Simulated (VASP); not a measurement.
These are r2SCAN meta-GGA, VASP's PBE PAW potentials (set 64) (plane waves; VASP) values and carry that method's errors.

VASP ran on this input.

**INCAR**
```
! general
SYSTEM   =  Se
PREC     =  Accurate
ENCUT    =  520
LREAL    =  .FALSE.   ! projection in real space or not
LASPH    =  .TRUE.   ! aspherical one-centre terms

! electronic loop
EDIFF    =  1E-6
NELM     =  100   ! most electronic steps
ALGO     =  Normal   ! blocked Davidson
LMAXMIX  =  4
LMIXTAU  =  .TRUE.

! smearing
ISMEAR   =  0
SIGMA    =  0.05   ! width (eV)

! functional
METAGGA  =  R2SCAN

! ions
IBRION   =  2
NSW      =  60   ! most ionic steps
ISIF     =  3   ! ions, shape and volume
EDIFFG   =  -0.02   ! ionic stop

! output
LWAVE    =  .FALSE.
LCHARG   =  .FALSE.
```

File KPOINTS:
```
Automatic mesh
0
Gamma
6 6 4
0 0 0
```

POSCAR:
```
Se
1.0
  2.0440240226  -3.5403534474   0.0000000000
  2.0440240226   3.5403534474   0.0000000000
  0.0000000000   0.0000000000   5.0758695182
Se
3
direct
  1.0000000000   0.2467083398   0.6666670000
  0.7532916602   0.7532916602   0.0000000000
  0.2467083398   1.0000000000   0.3333330000
```

POTCAR, in this order: Se (PBE.64 set). Program: vasp_std.

Output

File OSZICAR:
```
...
   7 F= -.42904523E+02 E0= -.42904523E+02  d E =-.603103E-02
       N       E                     dE             d eps       ncg     rms          rms(c)
DAV:   1    -0.429778485550E+02   -0.73325E-01   -0.53882E+00   624   0.139E+01    0.151E+00
DAV:   2    -0.429357848106E+02    0.42064E-01   -0.19918E-01   669   0.330E+00    0.863E-01
DAV:   3    -0.429148534919E+02    0.20931E-01   -0.60474E-02   684   0.152E+00    0.313E-01
DAV:   4    -0.429147637114E+02    0.89781E-04   -0.74282E-03   654   0.738E-01    0.160E-01
DAV:   5    -0.429127956857E+02    0.19680E-02   -0.46596E-03   624   0.717E-01    0.923E-02
DAV:   6    -0.429149459127E+02   -0.21502E-02   -0.40610E-03   624   0.661E-01    0.316E-02
DAV:   7    -0.429153995099E+02   -0.45360E-03   -0.35620E-04   674   0.186E-01    0.745E-03
DAV:   8    -0.429154120456E+02   -0.12536E-04   -0.35449E-05   689   0.613E-02    0.547E-03
DAV:   9    -0.429154491940E+02   -0.37148E-04   -0.13956E-05   659   0.361E-02    0.258E-03
DAV:  10    -0.429154478206E+02    0.13734E-05   -0.14434E-06   510   0.135E-02    0.705E-04
DAV:  11    -0.429154500812E+02   -0.22607E-05   -0.45138E-07   357   0.683E-03    0.579E-04
DAV:  12    -0.429154480473E+02    0.20340E-05   -0.50268E-08   322   0.230E-03    0.334E-04
DAV:  13    -0.429154488630E+02   -0.81579E-06   -0.10316E-08   322   0.103E-03
   8 F= -.42915449E+02 E0= -.42915449E+02  d E =-.169572E-01
       N       E                     dE             d eps       ncg     rms          rms(c)
DAV:   1    -0.431431386759E+02   -0.22769E+00   -0.20735E+01   624   0.269E+01    0.312E+00
DAV:   2    -0.429950088218E+02    0.14813E+00   -0.79862E-01   689   0.653E+00    0.172E+00
DAV:   3    -0.429092358282E+02    0.85773E-01   -0.20646E-01   679   0.279E+00    0.741E-01
DAV:   4    -0.429103338463E+02   -0.10980E-02   -0.36677E-02   644   0.160E+00    0.288E-01
DAV:   5    -0.428950941790E+02    0.15240E-01   -0.21680E-02   624   0.157E+00    0.184E-01
DAV:   6    -0.429117065459E+02   -0.16612E-01   -0.16674E-02   624   0.138E+00    0.593E-02
DAV:   7    -0.429127945342E+02   -0.10880E-02   -0.11964E-03   669   0.344E-01    0.148E-02
DAV:   8    -0.429128364873E+02   -0.41953E-04   -0.16670E-04   684   0.132E-01    0.131E-02
DAV:   9    -0.429129657745E+02   -0.12929E-03   -0.59189E-05   639   0.732E-02    0.591E-03
DAV:  10    -0.429129737570E+02   -0.79825E-05   -0.10653E-05   709   0.348E-02    0.171E-03
DAV:  11    -0.429129835091E+02   -0.97521E-05   -0.21007E-06   450   0.167E-02    0.117E-03
DAV:  12    -0.429129762430E+02    0.72661E-05   -0.36072E-07   362   0.638E-03    0.744E-04
DAV:  13    -0.429129783150E+02   -0.20720E-05   -0.76855E-08   327   0.268E-03    0.197E-04
DAV:  14    -0.429129769792E+02    0.13358E-05   -0.19804E-08   327   0.140E-03    0.116E-04
DAV:  15    -0.429129770294E+02   -0.50247E-07   -0.35550E-09   317   0.522E-04
   9 F= -.42912977E+02 E0= -.42912977E+02  d E =-.144854E-01
       N       E                     dE             d eps       ncg     rms          rms(c)
DAV:   1    -0.429952045120E+02   -0.82228E-01   -0.57624E+00   624   0.146E+01    0.153E+00
DAV:   2    -0.429387212142E+02    0.56483E-01   -0.20278E-01   699   0.337E+00    0.835E-01
DAV:   3    -0.429157757018E+02    0.22946E-01   -0.81703E-02   639   0.177E+00    0.268E-01
DAV:   4    -0.429161994674E+02   -0.42377E-03   -0.82767E-03   639   0.820E-01    0.211E-01
DAV:   5    -0.429151617559E+02    0.10377E-02   -0.59093E-03   624   0.770E-01    0.111E-01
DAV:   6    -0.429157292063E+02   -0.56745E-03   -0.65601E-03   624   0.831E-01    0.369E-02
DAV:   7    -0.429172645996E+02   -0.15354E-02   -0.11136E-03   624   0.357E-01    0.110E-02
DAV:   8    -0.429173496773E+02   -0.85078E-04   -0.63586E-05   724   0.820E-02    0.414E-03
DAV:   9    -0.429173218713E+02    0.27806E-04   -0.20496E-05   644   0.469E-02    0.321E-03
DAV:  10    -0.429173401385E+02   -0.18267E-04   -0.23102E-06   516   0.158E-02    0.642E-04
DAV:  11    -0.429173367578E+02    0.33807E-05   -0.30912E-07   337   0.552E-03    0.287E-04
DAV:  12    -0.429173400856E+02   -0.33278E-05   -0.10889E-07   327   0.357E-03    0.297E-04
DAV:  13    -0.429173388214E+02    0.12642E-05   -0.29165E-08   312   0.171E-03    0.112E-04
DAV:  14    -0.429173390464E+02   -0.22497E-06   -0.46984E-09   312   0.633E-04
  10 F= -.42917339E+02 E0= -.42917339E+02  d E =-.188474E-01
       N       E                     dE             d eps       ncg     rms          rms(c)
DAV:   1    -0.429211393269E+02   -0.38005E-02   -0.23249E-01   624   0.321E+00    0.241E-01
DAV:   2    -0.429217225501E+02   -0.58322E-03   -0.11971E-02   769   0.750E-01    0.106E-01
DAV:   3    -0.429219036853E+02   -0.18114E-03   -0.63690E-04   644   0.231E-01    0.501E-02
DAV:   4    -0.429218758787E+02    0.27807E-04   -0.17469E-04   784   0.114E-01    0.154E-02
DAV:   5    -0.429218878073E+02   -0.11929E-04   -0.12528E-04   624   0.116E-01    0.120E-02
DAV:   6    -0.429219187079E+02   -0.30901E-04   -0.19372E-05   634   0.446E-02    0.582E-03
DAV:   7    -0.429219205159E+02   -0.18080E-05   -0.47653E-06   634   0.244E-02    0.292E-03
DAV:   8    -0.429219203451E+02    0.17076E-06   -0.45439E-06   634   0.213E-02
  11 F= -.42921920E+02 E0= -.42921920E+02  d E =-.458130E-02
       N       E                     dE             d eps       ncg     rms          rms(c)
DAV:   1    -0.429223753865E+02   -0.45487E-03   -0.90548E-02   624   0.200E+00    0.152E-01
DAV:   2    -0.429226084972E+02   -0.23311E-03   -0.46563E-03   769   0.469E-01    0.662E-02
DAV:   3    -0.429226829671E+02   -0.74470E-04   -0.24910E-04   639   0.145E-01    0.313E-02
DAV:   4    -0.429226704242E+02    0.12543E-04   -0.67288E-05   759   0.705E-02    0.974E-03
DAV:   5    -0.429226766868E+02   -0.62626E-05   -0.48436E-05   629   0.728E-02    0.717E-03
DAV:   6    -0.429226879858E+02   -0.11299E-04   -0.77160E-06   634   0.283E-02    0.346E-03
DAV:   7    -0.429226893125E+02   -0.13267E-05   -0.18029E-06   452   0.151E-02    0.179E-03
DAV:   8    -0.429226882887E+02    0.10237E-05   -0.18139E-06   442   0.127E-02    0.549E-04
DAV:   9    -0.429226889741E+02   -0.68538E-06   -0.12534E-07   327   0.370E-03
  12 F= -.42922689E+02 E0= -.42922689E+02  d E =-.534993E-02
       N       E                     dE             d eps       ncg     rms          rms(c)
DAV:   1    -0.429279536599E+02   -0.52654E-02   -0.33060E-01   624   0.376E+00    0.546E-01
DAV:   2    -0.429247692001E+02    0.31845E-02   -0.96775E-03   714   0.738E-01    0.262E-01
DAV:   3    -0.429233428903E+02    0.14263E-02   -0.60444E-03   644   0.536E-01    0.882E-02
DAV:   4    -0.429235168654E+02   -0.17398E-03   -0.40086E-04   654   0.215E-01    0.610E-02
DAV:   5    -0.429233806709E+02    0.13619E-03   -0.33563E-04   629   0.193E-01    0.699E-03
DAV:   6    -0.429236043783E+02   -0.22371E-03   -0.15657E-04   624   0.132E-01    0.272E-03
DAV:   7    -0.429236065635E+02   -0.21852E-05   -0.61372E-06   729   0.251E-02    0.189E-03
DAV:   8    -0.429236067730E+02   -0.20949E-06   -0.26284E-07   422   0.507E-03
  13 F= -.42923607E+02 E0= -.42923607E+02  d E =-.917799E-03
       N       E                     dE             d eps       ncg     rms          rms(c)
DAV:   1    -0.429246888450E+02   -0.10823E-02   -0.44789E-02   624   0.137E+00    0.200E-01
DAV:   2    -0.429242656824E+02    0.42316E-03   -0.13155E-03   699   0.271E-01    0.960E-02
DAV:   3    -0.429240688984E+02    0.19678E-03   -0.83820E-04   654   0.199E-01    0.314E-02
DAV:   4    -0.429240835291E+02   -0.14631E-04   -0.56169E-05   644   0.801E-02    0.220E-02
DAV:   5    -0.429240659769E+02    0.17552E-04   -0.44646E-05   629   0.700E-02    0.245E-03
DAV:   6    -0.429240882128E+02   -0.22236E-04   -0.22750E-05   624   0.500E-02    0.104E-03
DAV:   7    -0.429240910687E+02   -0.28560E-05   -0.95686E-07   507   0.101E-02    0.703E-04
DAV:   8    -0.429240909906E+02    0.78118E-07   -0.10005E-07   322   0.293E-03
  14 F= -.42924091E+02 E0= -.42924091E+02  d E =-.140202E-02
```

**OUTCAR**
```
------------------------ aborting loop because EDIFF is reached ----------------------------------------
  FORCE on cell =-STRESS in cart. coord.  units (eV):
  Direction    XX          YY          ZZ          XY          YZ          ZX
  --------------------------------------------------------------------------------------
  Total       -0.0163407     -0.0163407      0.0126992      0.0000000      0.0000000      0.0000000
  in kB       -0.2987099     -0.2987099      0.2321426      0.0000000      0.0000000      0.0000000
  external PRESSURE =      -0.1217590 kB  Pullay stress =       0.0000000 kB
  volume of cell :       87.65
      direct lattice vectors                 reciprocal lattice vectors
     2.252219423 -3.900958456 -0.000000000     0.222003236 -0.128173629 -0.000000000
     2.252219423  3.900958456  0.000000000     0.222003236  0.128173629  0.000000000
     0.000000000 -0.000000000  4.987914245     0.000000000 -0.000000000  0.200484602
 POSITION                                       TOTAL-FORCE (eV/Angst)
 -----------------------------------------------------------------------------------
      0.48935      0.84758      3.32528         0.001857      0.003216      0.000000
      3.52574      0.00000      0.00000        -0.003713      0.000000      0.000000
      0.48935     -0.84758      1.66264         0.001857     -0.003216     -0.000000
 -----------------------------------------------------------------------------------
    total drift:                               -0.000199     -0.000447      0.000007
  FREE ENERGIE OF THE ION-ELECTRON SYSTEM (eV)
  ---------------------------------------------------
  free  energy   TOTEN  =       -42.9240909906 eV

  energy  without entropy=      -42.9240909906  energy(sigma->0) =      -42.92409099

 reached required accuracy - stopping structural energy minimisation
```
(Selected blocks of OUTCAR.)

CONTCAR:
```
Se
   1.00000000000000
     2.2522194233265469   -3.9009584556679107   -0.0000000000000000
     2.2522194233265469    3.9009584556679107    0.0000000000000000
     0.0000000000000000   -0.0000000000000000    4.9879142446987235
  Se
     3
Direct
     0.0000000000024567    0.2172750145164925    0.6666669999999968
     0.7827249854810507    0.7827249854810507    0.0000000000000000
     0.2172750145164925    0.0000000000024567    0.3333330000000032
```

Energy and stress use the plane-wave basis of the starting cell.

The compound is Se in the trig structure. This run relaxes it. Symmetry was kept, so distortions that lower it aren't found. The start is the result of an earlier pass.
